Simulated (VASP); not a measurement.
Computed with HSE06 screened hybrid, VASP's PBE PAW potentials (set 64) (plane waves; VASP 6.6.1).

VASP ran on this input.

File KPOINTS:
```
Automatic mesh
0
Gamma
4 4 1
0 0 0
```

INCAR:
```
AEXX=0.25
ALGO=Normal
EDIFF=1E-6
ENCUT=400
GGA=PE
HFSCREEN=0.2
ISIF=2
ISMEAR=0
ISYM=3
LASPH=.TRUE.
LCHARG=.FALSE.
LHFCALC=.TRUE.
LMAXMIX=4
LREAL=.FALSE.
LWAVE=.FALSE.
NELM=100
PREC=Accurate
PRECFOCK=Fast
SIGMA=0.2
SYSTEM=SnO
```

**POSCAR**
```
SnO
1
    3.7920030000     0.0000000000     0.0000000000
    0.0000000000     3.7920030000     0.0000000000
    0.0000000000     0.0000000000    16.2253540000
Sn O
2 2
Direct
  0.5000000000   0.0000000000   0.5685760000
  0.0000000000   0.5000000000   0.4314240000
  0.0000000000   0.0000000000   0.5000000000
  0.5000000000   0.5000000000   0.5000000000
```

POTCAR, in this order: Sn_d O (PBE.64 set). Program: vasp_std.

Output of the run:

### OUTCAR
```
 ion  position               nearest neighbor table
   1  0.500  0.000  0.569-   3 2.20   4 2.20   4 2.20   3 2.20   2 3.48   2 3.48   2 3.48   2 3.48
  LATTYP: Found a simple tetragonal cell.
 ALAT       =     3.7920030000
 C/A-ratio  =     4.2788346950
 Subroutine PRICEL returns:
 Original cell was already a primitive cell.
 Subroutine GETGRP returns: Found 16 space group operations
The static configuration has the point symmetry D_2d.
 The point group associated with its full space group is D_4h.
The dynamic configuration has the point symmetry D_2d.
 Subroutine INISYM returns: Found 16 space group operations
 Subroutine IBZKPT returns following result:
 Found      6 irreducible k-points:

 Following reciprocal coordinates:
            Coordinates               Weight
  0.000000  0.000000  0.000000      1.000000
  0.250000  0.000000  0.000000      4.000000
  0.500000  0.000000  0.000000      2.000000
  0.250000  0.250000  0.000000      4.000000
  0.500000  0.250000  0.000000      4.000000
  0.500000  0.500000  0.000000      1.000000
 Subroutine IBZKPT_HF returns following result:
   k-points           NKPTS =      6   k-points in BZ     NKDIM =     16   number of bands    NBANDS=     24
...
```

### OSZICAR
```
       N       E                     dE             d eps       ncg     rms          rms(c)
DAV:   1    -0.182016016085E+04   -0.18202E+04   -0.18662E+04   328   0.144E+03
DAV:   2    -0.214157302851E+04   -0.32141E+03   -0.31722E+03   344   0.359E+02
DAV:   3    -0.219454907905E+04   -0.52976E+02   -0.52779E+02   352   0.163E+02
DAV:   4    -0.219629782973E+04   -0.17488E+01   -0.17482E+01   336   0.365E+01
DAV:   5    -0.325149261029E+02    0.21638E+04   -0.13275E+01   368   0.792E+01    0.127E+01
DAV:   6    -0.270946299675E+02    0.54203E+01   -0.21134E+01   456   0.462E+01    0.444E+00
DAV:   7    -0.281822751318E+02   -0.10876E+01   -0.61433E+00   384   0.154E+01    0.471E+00
DAV:   8    -0.279442133982E+02    0.23806E+00   -0.50544E-01   408   0.903E+00    0.197E+00
DAV:   9    -0.279491860151E+02   -0.49726E-02   -0.36513E-01   384   0.439E+00    0.820E-01
DAV:  10    -0.279453619345E+02    0.38241E-02   -0.21129E-02   456   0.217E+00    0.540E-01
DAV:  11    -0.279422546639E+02    0.31073E-02   -0.17310E-02   448   0.129E+00    0.391E-01
DAV:  12    -0.279424023637E+02   -0.14770E-03   -0.25247E-03   360   0.311E-01    0.256E-01
DAV:  13    -0.279420414524E+02    0.36091E-03   -0.51612E-04   504   0.244E-01    0.144E-01
DAV:  14    -0.279418677732E+02    0.17368E-03   -0.24187E-04   352   0.982E-02    0.865E-02
DAV:  15    -0.279417076127E+02    0.16016E-03   -0.79761E-05   416   0.698E-02    0.579E-02
DAV:  16    -0.279415851837E+02    0.12243E-03   -0.59950E-05   352   0.437E-02    0.408E-02
DAV:  17    -0.279414922966E+02    0.92887E-04   -0.28331E-05   352   0.219E-02    0.297E-02
DAV:  18    -0.279414233242E+02    0.68972E-04   -0.16793E-05   304   0.149E-02    0.226E-02
DAV:  19    -0.279413753315E+02    0.47993E-04   -0.12206E-05   304   0.122E-02    0.187E-02
DAV:  20    -0.279413454445E+02    0.29887E-04   -0.92578E-06   280   0.922E-03    0.164E-02
DAV:  21    -0.279413300176E+02    0.15427E-04   -0.71206E-06   264   0.745E-03    0.148E-02
DAV:  22    -0.279413259947E+02    0.40229E-05   -0.55591E-06   256   0.616E-03    0.135E-02
DAV:  23    -0.279413307098E+02   -0.47151E-05   -0.44460E-06   248   0.553E-03    0.125E-02
DAV:  24    -0.279413420112E+02   -0.11301E-04   -0.36621E-06   240   0.496E-03    0.117E-02
DAV:  25    -0.279413581118E+02   -0.16101E-04   -0.30502E-06   248   0.455E-03    0.109E-02
DAV:  26    -0.279413776440E+02   -0.19532E-04   -0.25666E-06   240   0.409E-03    0.102E-02
DAV:  27    -0.279413995684E+02   -0.21924E-04   -0.21810E-06   248   0.382E-03    0.957E-03
DAV:  28    -0.279414233239E+02   -0.23755E-04   -0.18683E-06   256   0.349E-03    0.897E-03
DAV:  29    -0.279414480841E+02   -0.24760E-04   -0.16044E-06   248   0.329E-03    0.842E-03
DAV:  30    -0.279414735246E+02   -0.25441E-04   -0.13965E-06   248   0.307E-03    0.790E-03
DAV:  31    -0.279414989444E+02   -0.25420E-04   -0.12079E-06   256   0.287E-03    0.741E-03
DAV:  32    -0.279415241508E+02   -0.25206E-04   -0.10444E-06   248   0.265E-03    0.696E-03
DAV:  33    -0.279415487290E+02   -0.24578E-04   -0.89838E-07   256   0.242E-03    0.653E-03
DAV:  34    -0.279415727174E+02   -0.23988E-04   -0.77460E-07   256   0.223E-03    0.613E-03
DAV:  35    -0.279415958473E+02   -0.23130E-04   -0.67050E-07   256   0.205E-03    0.575E-03
DAV:  36    -0.279416182258E+02   -0.22378E-04   -0.58200E-07   248   0.191E-03    0.540E-03
DAV:  37    -0.279416399953E+02   -0.21769E-04   -0.51014E-07   256   0.178E-03    0.507E-03
DAV:  38    -0.279416610868E+02   -0.21092E-04   -0.44468E-07   248   0.167E-03    0.476E-03
DAV:  39    -0.279416813895E+02   -0.20303E-04   -0.39066E-07   240   0.155E-03    0.447E-03
DAV:  40    -0.279417011135E+02   -0.19724E-04   -0.34296E-07   248   0.147E-03    0.420E-03
DAV:  41    -0.279417201070E+02   -0.18993E-04   -0.30165E-07   232   0.136E-03    0.394E-03
DAV:  42    -0.279417385512E+02   -0.18444E-04   -0.26515E-07   240   0.129E-03    0.370E-03
DAV:  43    -0.279417560163E+02   -0.17465E-04   -0.23373E-07   240   0.120E-03    0.348E-03
DAV:  44    -0.279417726512E+02   -0.16635E-04   -0.20533E-07   240   0.113E-03    0.327E-03
DAV:  45    -0.279417884925E+02   -0.15841E-04   -0.18138E-07   232   0.105E-03    0.307E-03
DAV:  46    -0.279418034198E+02   -0.14927E-04   -0.15954E-07   232   0.990E-04    0.288E-03
DAV:  47    -0.279418177154E+02   -0.14296E-04   -0.14205E-07   224   0.927E-04    0.271E-03
DAV:  48    -0.279418309217E+02   -0.13206E-04   -0.12554E-07   232   0.878E-04    0.254E-03
DAV:  49    -0.279418433819E+02   -0.12460E-04   -0.11109E-07   216   0.814E-04    0.239E-03
DAV:  50    -0.279418552041E+02   -0.11822E-04   -0.97861E-08   224   0.771E-04    0.224E-03
DAV:  51    -0.279418662194E+02   -0.11015E-04   -0.86487E-08   216   0.716E-04    0.211E-03
DAV:  52    -0.279418764970E+02   -0.10278E-04   -0.76714E-08   208   0.686E-04    0.198E-03
DAV:  53    -0.279418860396E+02   -0.95426E-05   -0.69697E-08   224   0.651E-04    0.186E-03
DAV:  54    -0.279418954464E+02   -0.94069E-05   -0.60221E-08   216   0.599E-04    0.174E-03
DAV:  55    -0.279419040126E+02   -0.85662E-05   -0.53619E-08   216   0.569E-04    0.164E-03
DAV:  56    -0.279419120893E+02   -0.80767E-05   -0.47635E-08   216   0.536E-04    0.154E-03
DAV:  57    -0.279419196413E+02   -0.75520E-05   -0.42603E-08   208   0.506E-04    0.145E-03
DAV:  58    -0.279419268005E+02   -0.71592E-05   -0.38206E-08   216   0.477E-04    0.136E-03
DAV:  59    -0.279419334707E+02   -0.66702E-05   -0.34334E-08   216   0.454E-04    0.128E-03
DAV:  60    -0.279419395510E+02   -0.60803E-05   -0.30781E-08   216   0.426E-04    0.120E-03
DAV:  61    -0.279419452723E+02   -0.57213E-05   -0.27567E-08   208   0.407E-04    0.113E-03
DAV:  62    -0.279419506706E+02   -0.53983E-05   -0.24736E-08   216   0.380E-04    0.106E-03
DAV:  63    -0.279419557099E+02   -0.50393E-05   -0.22099E-08   208   0.364E-04    0.993E-04
DAV:  64    -0.279419604222E+02   -0.47123E-05   -0.19880E-08   216   0.341E-04    0.933E-04
DAV:  65    -0.279419646987E+02   -0.42765E-05   -0.17722E-08   208   0.326E-04    0.876E-04
DAV:  66    -0.279419687452E+02   -0.40465E-05   -0.15947E-08   216   0.303E-04    0.823E-04
DAV:  67    -0.279419723991E+02   -0.36539E-05   -0.14227E-08   208   0.290E-04    0.774E-04
DAV:  68    -0.279419759318E+02   -0.35327E-05   -0.12808E-08   216   0.270E-04    0.727E-04
DAV:  69    -0.279419790198E+02   -0.30880E-05   -0.11455E-08   208   0.259E-04    0.683E-04
DAV:  70    -0.279419820365E+02   -0.30167E-05   -0.10333E-08   216   0.242E-04    0.641E-04
DAV:  71    -0.279419846215E+02   -0.25850E-05   -0.92439E-09   208   0.231E-04    0.603E-04
DAV:  72    -0.279419871825E+02   -0.25610E-05   -0.83161E-09   216   0.215E-04    0.566E-04
DAV:  73    -0.279419895409E+02   -0.23584E-05   -0.74462E-09   208   0.205E-04    0.532E-04
DAV:  74    -0.279419917130E+02   -0.21721E-05   -0.66978E-09   208   0.192E-04    0.500E-04
DAV:  75    -0.279419936492E+02   -0.19363E-05   -0.60064E-09   208   0.184E-04    0.470E-04
DAV:  76    -0.279419955135E+02   -0.18643E-05   -0.54260E-09   208   0.175E-04    0.441E-04
DAV:  77    -0.279419971193E+02   -0.16058E-05   -0.47884E-09   200   0.165E-04    0.415E-04
DAV:  78    -0.279419986927E+02   -0.15734E-05   -0.45240E-09   216   0.159E-04    0.390E-04
DAV:  79    -0.279420001304E+02   -0.14377E-05   -0.39271E-09   200   0.148E-04    0.366E-04
DAV:  80    -0.279420014008E+02   -0.12704E-05   -0.36547E-09   208   0.142E-04    0.344E-04
DAV:  81    -0.279420025769E+02   -0.11761E-05   -0.31775E-09   200   0.134E-04    0.323E-04
DAV:  82    -0.279420036617E+02   -0.10848E-05   -0.29670E-09   208   0.128E-04    0.304E-04
DAV:  83    -0.279420046494E+02   -0.98775E-06   -0.25633E-09   200   0.119E-04
   1 F= -.27942005E+02 E0= -.27942005E+02  d E =-.333570E-11
```

### OUTCAR
```
------------------------ aborting loop because EDIFF is reached ----------------------------------------
  FORCE on cell =-STRESS in cart. coord.  units (eV):
  Direction    XX          YY          ZZ          XY          YZ          ZX
  --------------------------------------------------------------------------------------
  Total        0.0865082      0.0865082      1.2483829      0.0000000      0.0000000      0.0000000
  in kB        0.5940681      0.5940681      8.5728823      0.0000000      0.0000000      0.0000000
  external PRESSURE =       3.2536728 kB  Pullay stress =       0.0000000 kB
  volume of cell :      233.31
      direct lattice vectors                 reciprocal lattice vectors
     3.792003000  0.000000000  0.000000000     0.263712872  0.000000000  0.000000000
     0.000000000  3.792003000  0.000000000     0.000000000  0.263712872  0.000000000
     0.000000000  0.000000000 16.225354000     0.000000000  0.000000000  0.061631937
 POSITION                                       TOTAL-FORCE (eV/Angst)
 -----------------------------------------------------------------------------------
      1.89600      0.00000      9.22535         0.000000      0.000000      1.071976
      0.00000      1.89600      7.00001         0.000000      0.000000     -1.071976
      0.00000      0.00000      8.11268        -0.000000      0.000000      0.000000
      1.89600      1.89600      8.11268         0.000000      0.000000      0.000000
 -----------------------------------------------------------------------------------
    total drift:                               -0.000000     -0.000000     -0.000002
  FREE ENERGIE OF THE ION-ELECTRON SYSTEM (eV)
  ---------------------------------------------------
  free  energy   TOTEN  =       -27.9420046494 eV

  energy  without entropy=      -27.9420046494  energy(sigma->0) =      -27.94200465

  exchange ACFDT corr.  =         0.00000000  see jH, gK, PRB 81, 115126
```
(Selected blocks of OUTCAR.)

At this cut-off the stress carries a Pulay error, which pulls relaxed volumes low. The cell holds a wide vacuum, so values per volume refer to the whole cell.

The cell is a sheet with vacuum, built from a generated structure.
